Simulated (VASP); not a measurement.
Si2B2W:

```
Si B W
1.0
     4.07072    0.00000    0.00000
    -2.03536    3.52534    0.00000
     0.00000    0.00000    4.29509
Si B W
2 2 1
Cartesian
  0.0000 2.3502 2.1475
  2.0354 1.1751 2.1475
  0.0000 2.3502 0.0000
  2.0354 1.1751 0.0000
  0.0000 0.0000 0.0000
```

The cell was built by a generator and needn't be a form met in nature.

The cell isn't the ideal one: random cell by space group and Wyckoff sites (P6/mmm, No. 191).

```yaml
Program: VASP 6.6.1
Task: relaxation of cell and atoms
Functional: PBE
Potentials_or_basis: VASP PAW PBE potentials, release 64 (Si, B, W_sv)
Cutoff: 600 eV
k_mesh: 12 × 12 × 10
Occupations: gaussian, width 0.1 eV
Spin: no spin polarisation
```

At the start: pressure -0.2 GPa; volume 12.33 Å³/atom.

Task: Where does the relaxation end?

Result: Over 10 steps the energy falls by 10.7 meV/atom and the volume is 12.15 Å³/atom (-1.5 %); space group P6/mmm (No. 191, to 0.05 Å).

The path:
| step | energy change (eV) | largest force (eV/Å) | pressure (GPa) | volume (Å³) |
| --- | --- | --- | --- | --- |
| 1 | 0.0000 | 0.0000 | -0.21 | 61.64 |
| 2 | -0.0314 | 0.0000 | -0.62 | 61.48 |
| 3 | -0.0470 | 0.0000 | -0.89 | 61.28 |
| 4 | -0.0220 | 0.0000 | -0.13 | 60.77 |
| 5 | -0.0499 | 0.0000 | -0.94 | 61.20 |
| 6 | -0.0524 | 0.0000 | -0.89 | 61.05 |
| 7 | -0.0524 | 0.0000 | -0.94 | 61.11 |
| 8 | -0.0526 | 0.0000 | -0.93 | 61.09 |
| 9 | -0.0510 | 0.0000 | 1.52 | 60.19 |
| 10 | -0.0536 | 0.0000 | -0.01 | 60.74 |

Final structure:
```
Si B W
1.0
     4.15712    0.00000    0.00000
    -2.07856    3.60018    0.00000
     0.00000    0.00000    4.05854
Si B W
2 2 1
Direct
  0.33333 0.66667 0.50000
  0.66667 0.33333 0.50000
  0.33333 0.66667 0.00000
  0.66667 0.33333 0.00000
  0.00000 0.00000 0.00000
```
